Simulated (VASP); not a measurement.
VASP ran on this input.

**INCAR**
```
ALGO  =  Normal
EDIFF  =  1E-6
ENCUT  =  300
GGA  =  PE
ISIF  =  2
ISMEAR  =  0
LASPH  =  .True.
LCHARG  =  .False.
LREAL  =  .False.
LWAVE  =  .False.
NELM  =  100
PREC  =  Accurate
SIGMA  =  0.01
SYSTEM  =  Na2S
```

### KPOINTS
```
kpoints
0
G
  5 5 5
0 0 0
```

POSCAR:
```
Na2S
1
    0.0000000000     3.2491550000     3.2491550000
    3.2491550000     0.0000000000     3.2491550000
    3.2491550000     3.2491550000     0.0000000000
Na S
2 1
Direct
  0.2500000000   0.2500000000   0.2500000000
  0.7500000000   0.7500000000   0.7500000000
  0.0000000000   0.0000000000   0.0000000000
```

POTCAR, in this order: Na_pv S (PBE.64 set). Program: vasp_std.

Translate this PBE calculation to Ansatz.

One equivalent input (not run):
Ansatz 0.2 input:
```yaml
crystal:
  lattice:
    - [0.0000000, 3.2491550, 3.2491550]
    - [3.2491550, 0.0000000, 3.2491550]
    - [3.2491550, 3.2491550, 0.0000000]
  atoms:
    - { symbol: Na, position: [0.2500000, 0.2500000, 0.2500000] }
    - { symbol: Na, position: [0.7500000, 0.7500000, 0.7500000] }
    - { symbol: S, position: [0.0000000, 0.0000000, 0.0000000] }
kpoints:
  mp_grid: { grid: [5, 5, 5] }
hamiltonian:
  xc: pbe
  pseudopotentials: { kind: paw }
scf:
  occupations: { method: gaussian, width: 0.01 }
  max_iter: 100
output: { forces: true, stress: true, eigenvalues: true }
```
What does not carry over: each code has its own PAW files, so the cut-off isn't converted (ENCUT is set for VASP's; basis.ecutwfc is left out, and Ansatz then takes the one that its files recommend); Ansatz stops its SCF on the density residual and VASP on the energy change (EDIFF).

The structure comes from a computed database's Na2S entry; how it stands against other phases isn't given here. The cell was not relaxed at this level.
